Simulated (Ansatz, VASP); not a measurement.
## Ge2MoN4 (MoGe2N4 bilayer, AB) in two plane-wave programs

Aim: how closely do two programs agree when they are given the same cell, functional and k mesh? The structure shown is the start of the Ansatz relaxation below; VASP solves that cell, so the two are compared at the walk's first step.

Calculated with Ansatz 0.2.0; plane waves, with VASP 6.6.1 beside it; single point at PBE with D3(BJ).

## 1. Starting point

The cell holds 14 atoms: 8 N, 4 Ge and 2 Mo. Its edges and angles: a = 3.020 Å, b = 3.020 Å, c = 65.818 Å, α = 90.0°, β = 90.0°, γ = 120.0°. Vacuum lies along c.

As a file:

```
N Ge Mo
1.0
     3.02000    0.00000    0.00000
    -1.51000    2.61540    0.00000
     0.00000    0.00000   65.81819
N Ge Mo
8 4 2
Cartesian
  0.0000 0.0000 24.2000
  0.0000 1.7436 26.6278
  0.0000 1.7436 28.8813
  0.0000 0.0000 31.3091
  0.0000 1.7436 34.5091
  1.5100 0.8718 36.9369
  1.5100 0.8718 39.1904
  0.0000 1.7436 41.6182
  0.0000 1.7436 24.7878
  0.0000 1.7436 30.7213
  1.5100 0.8718 35.0969
  1.5100 0.8718 41.0304
  0.0000 0.0000 27.7545
  0.0000 1.7436 38.0636
```

## 2. Ansatz: relaxation, PBE with D3(BJ)

Ansatz runs on its default PAW (the set named soft_2) files.

The two programs are compared at the cell with which this relaxation starts, whose forces are those of its first step.

input.yaml

```yaml
crystal:
  lattice:
    - [3.02, 0.0, 0.0]
    - [-1.51, 2.6153967194, 0.0]
    - [0.0, 0.0, 65.8181933578]
  atoms:
    - { symbol: "N", position: [0.0, 0.0, 0.3676794935] }
    - { symbol: Ge, position: [0.3333333333, 0.6666666667, 0.3766096099] }
    - { symbol: "N", position: [0.3333333333, 0.6666666667, 0.4045654061] }
    - { symbol: Mo, position: [0.0, 0.0, 0.4216850528] }
    - { symbol: "N", position: [0.3333333333, 0.6666666667, 0.4388046994] }
    - { symbol: Ge, position: [0.3333333333, 0.6666666667, 0.4667604956] }
    - { symbol: "N", position: [0.0, 0.0, 0.475690612] }
    - { symbol: "N", position: [0.3333333333, 0.6666666667, 0.524309388] }
    - { symbol: Ge, position: [0.6666666667, 0.3333333333, 0.5332395044] }
    - { symbol: "N", position: [0.6666666667, 0.3333333333, 0.5611953006] }
    - { symbol: Mo, position: [0.3333333333, 0.6666666667, 0.5783149472] }
    - { symbol: "N", position: [0.6666666667, 0.3333333333, 0.5954345939] }
    - { symbol: Ge, position: [0.6666666667, 0.3333333333, 0.6233903901] }
    - { symbol: "N", position: [0.3333333333, 0.6666666667, 0.6323205065] }
  periodic: [true, true, false]
kpoints:
  mp_grid: { grid: [12, 12, 1] }
hamiltonian:
  xc: pbe
  dispersion: d3bj
scf:
  occupations: { method: fermi_dirac, width: 0.05 }
  convergence: { dr2_threshold: 1.0e-09 }
relax:
  f_tol: 0.004
  max_steps: 90
  cell: {}
output:
  write_potential: true
  write_density: true
  volumetric_format: npy
```

Command:

```sh
$ ansatz run input.yaml --threads 4 --pin off --max-ram 6144MiB --backend cpu --events-out ev --progress --plain --runs-dir out
```

Numbers of over 12 decimals in the logs are rounded to 6 here.

Output:

```text
Warning: relax.cell: scf.convergence.dr2_threshold = 1e-9 eV is looser than the 1.86230309845e-10 eV advised for a relaxation that steers and ends on the stress (1e-10 eV for each atom of the cell: 14, times the square of relax.cell.stress_2d_tol = 0.05 N/m over 27.4 Å (the atoms' height at the walk's start and 5 Å past either face), 1.824e-2 GPa, over a crystal's default 0.05). What an SCF threshold leaves in a stress goes as its square root, and in the free energy as the threshold itself, and one threshold admits the most on a small cell: [figures from the program's tests cut] Set scf.convergence.dr2_threshold to 1.86230309845e-10 eV or tighter. [rest of the remark cut]
Engine: ansatz 0.2.0, aarch64-unknown-linux-gnu
Pseudopotentials: kind: paw
Pseudopotential: N, paw, valence charge 5, recommended cutoff 420 eV (normal), N.paw.azcp
Pseudopotential: Ge, paw, valence charge 14, recommended cutoff 420 eV (normal), Ge.paw.azcp
Pseudopotential: Mo, paw, valence charge 14, recommended cutoff 420 eV (normal), Mo.paw.azcp
Functional definition: PBE
  parameter kappa = 0.804
  parameter beta = 0.066725
  exchange = pbe_x(kappa = kappa, mu = beta*pi^2/3)
  correlation = pbe_c(beta = beta)
Crystal: 14 atoms, lattice volume = 519.865 Å³
Basis set: ecut = 420 eV, 9963 PW (Γ), exchange–correlation on 48×48×900 points (8 copies of the dense FFT grid, shifted against one another)
Bands: 76, of which v1, the nominal top of the filled ones, is band 62 counted from 1 (61 counted from 0)
Symmetry: 6 space group operations
Space group: P3m1 (ITA 156), of the structure as read, at distance tolerance 8.0e-5 Å
k-points: 19 of 144 (time reversal used)
Non-local potential: N, projectors of the file, l = 0: 2, l = 1: 2, l = 2: 1
Non-local potential: Ge, projectors of the file, l = 0: 2, l = 1: 2, l = 2: 3, l = 3: 1
Non-local potential: Mo, projectors of the file, l = 0: 3, l = 1: 2, l = 2: 2, l = 3: 1
PAW form: soft (Blöchl's): semilocal exchange-correlation on the pseudo side does not see the compensation charge
PAW one-centre angular grid: N, 110 points (default); XC on 64 Gauss nodes
PAW one-centre angular grid: Ge, 590 points (default); XC on 64 Gauss nodes
PAW one-centre angular grid: Mo, 590 points (default); XC on 64 Gauss nodes
Initial density: superposition of atomic densities (neutral atoms: chi_scale 0, normalization atom), corrected by the library's trained network
Initial wavefunctions: pseudopotential atomic-orbital guess
Functional: x = pbe(κ = 0.804, μ = 0.219515), c = pbe(β = 0.066725)
SCF iter   1: F=—  HF=-30169.764175 eV  |F-HF|=—  |Δ(HF+E_count)|=         —  Δρ=3.76e-3  dr2=8.31e-2  ethr=1.77e-3  ⟨swp⟩=11.8  Hψ=8863  notcnv=0  defer=33
preconditioner: auto → Resta (q_TF=auto, 2.149 Å⁻¹)  ε∞=1.9  [insulator: Δε(μ)=0.457 eV  Ē_g=17.965 eV  σ=0.050 eV  W_gap=0.98  n_scr=44 (ndim 8)  ℏωp=16.9 eV  f_vac=0.690  D(μ)=0.02/eV (n_scr^D=0)  ε∞_Penn≈1.9  vacuum switching on, ρ_ref=2.3e-2 e/Å³]
SCF iter   2: F=—  HF=-30169.769708 eV  |F-HF|=—  |Δ(HF+E_count)|=   5.53e-3  Δρ=2.65e-3  dr2=6.04e-2  ethr=6.70e-5  ⟨swp⟩=4.2  Hψ=4165  notcnv=0  defer=136
preconditioner: auto → LDOS  [insulator: Δε(μ)=0.439 eV  Ē_g=17.859 eV  σ=0.050 eV  W_gap=0.97  n_scr=44 (ndim 8)  ℏωp=16.9 eV  f_vac=0.690  D(μ)=0.04/eV (n_scr^D=2)  ε∞_Penn≈1.9  β→1.0]
SCF iter   3: F=—  HF=-30169.766006 eV  |F-HF|=—  |Δ(HF+E_count)|=   3.70e-3  Δρ=1.09e-3  dr2=1.67e-2  ethr=4.87e-5  ⟨swp⟩=2.7  Hψ=2166  notcnv=0  defer=136
SCF iter   4: F=—  HF=-30169.766496 eV  |F-HF|=—  |Δ(HF+E_count)|=   4.90e-4  Δρ=7.87e-4  dr2=1.19e-2  ethr=1.35e-5  ⟨swp⟩=3.2  Hψ=2628  notcnv=0  defer=136
SCF iter   5: F=—  HF=-30169.765166 eV  |F-HF|=—  |Δ(HF+E_count)|=   1.33e-3  Δρ=2.71e-4  dr2=7.10e-4  ethr=9.63e-6  ⟨swp⟩=2.6  Hψ=1864  notcnv=0  defer=138
SCF iter   6: F=—  HF=-30169.765166 eV  |F-HF|=—  |Δ(HF+E_count)|=   3.45e-7  Δρ=9.35e-5  dr2=6.35e-5  ethr=5.72e-7  ⟨swp⟩=3.2  Hψ=2709  notcnv=0  defer=134
SCF iter   7: F=—  HF=-30169.765178 eV  |F-HF|=—  |Δ(HF+E_count)|=   1.19e-5  Δρ=5.48e-5  dr2=3.28e-5  ethr=5.12e-8  ⟨swp⟩=3.6  Hψ=3249  notcnv=0  defer=134
SCF iter   8: F=—  HF=-30169.765177 eV  |F-HF|=—  |Δ(HF+E_count)|=   4.72e-7  Δρ=2.37e-5  dr2=4.21e-6  ethr=2.65e-8  ⟨swp⟩=2.8  Hψ=2021  notcnv=0  defer=134
SCF iter   9: F=—  HF=-30169.765281 eV  |F-HF|=—  |Δ(HF+E_count)|=   1.04e-4  Δρ=1.12e-5  dr2=2.99e-6  ethr=3.39e-9  ⟨swp⟩=3.5  Hψ=2754  notcnv=0  defer=134
[...]
WARN: The output density's exchange-correlation potential varies sharply where the density is thin. Do not read a vacuum level from v_tot or v_xc, or from such a field of the output density. On a cell that repeats whose density bears no net charge and no dipole along the vacuum's axis use v_es (v_loc + v_h of the components); under efield.dipole_correction with no amplitude use v_es + v_field, which holds any externa [...]
SCF converged after 5 iterations
Free energy (F): -30170.317531 eV
Harris-Foulkes:  -30170.317531 eV  (|F-HF|=1.99e-9)
Internal energy: -30170.317529 eV  (E = F + TS)
E sigma→0 (E₀):  -30170.317530 eV
Entropy (-TS):   -0.000001 eV (-0.000 meV/atom)
Fermi energy:    -5.009261 eV
--- Per-component energies (eV) ---
  E_band       = -2880.635220
  E_kinetic    = 2375.456351
  E_local      = -1765326.329609  (includes V_loc(G=0)·N_el)
  E_nonlocal   = 2341.626833
  E_hartree    = 880386.608892
  E_xc         = -1149.481575
  E_vxc        = -1327.896316  (∫ρ·V_xc dr)
  E_paw        = -15514.681726  (= ΣΔE_a)
  E_vpaw       = -1716.690141  (= ΣTr[D̂ρ^β])
  E_aug_tail   = 0.002167  (compensation charges beyond the density's cutoff)
  E_ewald      = 866720.169797
  E_disp       = -3.688660  (pairwise vdW)
  E_smearing   = -0.000001  (= −TS)
  E_closure    = -0.000000  (closes the sum)
  Σ components = -30170.317531   (vs F -30170.317531, Δ=0.00e0)
--- Forces (eV/Å), atoms counted from 1 ---
  atom   1  N      0.00000000    -0.00000000    -0.00008646
  atom   2  Ge    -0.00000000     0.00000000     0.00042717
  atom   3  N      0.00000000    -0.00000000    -0.00032182
  atom   4  Mo     0.00000000    -0.00000000    -0.00024610
  atom   5  N      0.00000000    -0.00000000     0.00019962
  atom   6  Ge    -0.00000000     0.00000000     0.00007769
  atom   7  N      0.00000000    -0.00000000     0.00012939
  atom   8  N      0.00000000    -0.00000000    -0.00013394
  atom   9  Ge    -0.00000000     0.00000000    -0.00009547
  atom  10  N      0.00000000    -0.00000000    -0.00019122
  atom  11  Mo     0.00000000    -0.00000000     0.00026460
  atom  12  N      0.00000000    -0.00000000     0.00032931
  atom  13  Ge    -0.00000000     0.00000000    -0.00043644
  atom  14  N      0.00000000    -0.00000000     0.00008513
  max |Σ_I F_I| component: 1.46e-6 eV/Å
--- 2D stress c σ (N/m, compression-positive) ---
       -0.001419       0.000000      -0.000000
        0.000000      -0.001419       0.000000
       -0.000000       0.000000      -0.000000
  P = ½ c Tr σ = -0.0014 N/m
--- Band table (eV; the first three rows and the last of 19) ---
  k-point 0: bands = [... 58 lower, -7.7318, -7.2037, -5.8116, -5.5760, -3.4768, -3.3918, -3.3139, -3.1692, ... 10 higher]
  k-point 1: bands = [... 58 lower, -7.5112, -7.1429, -5.7381, -5.5808, -3.5924, -3.4500, -3.3455, -3.1846, ... 10 higher]
  k-point 2: bands = [... 58 lower, -7.5124, -7.2457, -6.0412, -5.9356, -3.6314, -3.4626, -3.3057, -3.1563, ... 10 higher]
  k-point 18: bands = [... 58 lower, -7.4433, -7.3393, -6.3107, -6.2066, -4.4970, -4.3919, -2.4587, -2.3409, ... 10 higher]
  the weakly bound empty levels are not read free of the cell's end (no_gap_told)
--- Relaxed structure (7 steps of the walk, 7 accepted, 2 SCFs on fresh bases) ---
  F+E_penalty+E_count = -30170.31753053 eV   max|allowed force component| = 4.365e-4 eV/Å   (the final SCF, on the basis selected at the relaxed cell)
  cell:  # Å, volume = 511.9325 Å³
    - [2.996871, 0, 0]
    - [-1.498436, 2.595366, 0]
    - [0, 0, 65.8181933578]
  atoms:
    - { symbol: N, position: [3.494036481795316e-17, -2.856352510362227e-18, 0.365423] }
    - { symbol: Ge, position: [0.333333, 0.666667, 0.375115] }
    - { symbol: N, position: [0.333333, 0.666667, 0.403607] }
    - { symbol: Mo, position: [4.348925877520872e-17, -4.1381137971779405e-19, 0.422052] }
    - { symbol: N, position: [0.333333, 0.666667, 0.440492] }
    - { symbol: Ge, position: [0.333333, 0.666667, 0.468964] }
    - { symbol: N, position: [5.1616990265715705e-17, 1.908397617569927e-18, 0.478551] }
    - { symbol: N, position: [0.333333, 0.666667, 0.521430] }
    - { symbol: Ge, position: [0.666667, 0.333333, 0.531042] }
    - { symbol: N, position: [0.666667, 0.333333, 0.559512] }
    - { symbol: Mo, position: [0.333333, 0.666667, 0.577951] }
    - { symbol: N, position: [0.666667, 0.333333, 0.596396] }
    - { symbol: Ge, position: [0.666667, 0.333333, 0.624887] }
    - { symbol: N, position: [0.333333, 0.666667, 0.634579] }
```

(Continued in part 2 of 2.)

[Lines on the potential files, build, host, timing and source positions are cut from VASP's logs without a mark.]

[Logs are printed without paths, hosts, clocks, repeated set-up lines and the standing remarks that a program may print on its own settings, such as how far it seeks lower states.]

[Hosts, paths, dates, database ids (printed as entryN), source tags and the programs' standing remarks are cut or masked in the printed files.]
